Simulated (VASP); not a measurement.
**F3CSH: single point with PBE**

F3CSH, in a box:

```
F C S H
1.0
    12.00000    0.00000    0.00000
     0.00000   12.00000    0.00000
     0.00000    0.00000   12.00000
F C S H
3 1 1 1
Direct
  0.54492 0.40499 0.59365
  0.41675 0.39329 0.46808
  0.58542 0.42623 0.41975
  0.50912 0.44746 0.49766
  0.48611 0.59471 0.51771
  0.45284 0.61021 0.41202
```

- Program: VASP 6.6.1
- Task: single point
- Functional: PBE
- Potentials or basis: VASP PAW PBE potentials, release 64 (F, C, S, H)
- Cutoff: 520 eV
- k mesh: 1 × 1 × 1
- Occupations: gaussian, width 0.01 eV
- Spin: no spin polarisation

```json
{
 "Largest force": "1.401 eV/Å",
 "Gap between the frontier levels": "5.36 eV"
}
```

Forces in eV/Å, atoms in the order of the input:
```
F    0.448 -0.494  1.229
F   -1.175 -0.670 -0.366
F    0.968 -0.252 -0.981
C   -0.187  1.037  0.046
S    0.001  0.350  0.244
H   -0.056  0.030 -0.172
```

Levels at points of the mesh, in eV from the valence-band top:
| k point | band 13 | band 14 | band 15 | band 16 | band 17 | band 18 | band 19 | band 20 |
| --- | --- | --- | --- | --- | --- | --- | --- | --- |
| (0.00, 0.00, 0.00) | -3.27 | -3.08 | -2.25 | 0.00 | 5.36 | 6.08 | 6.95 | 7.44 |

It took 3.3 min on 1 thread of Intel(R) Xeon(R) Platinum 8559C (Emerald Rapids) (shared host), peak memory 1.3 GiB.

As with any semilocal functional, this PBE gap is likely too small.
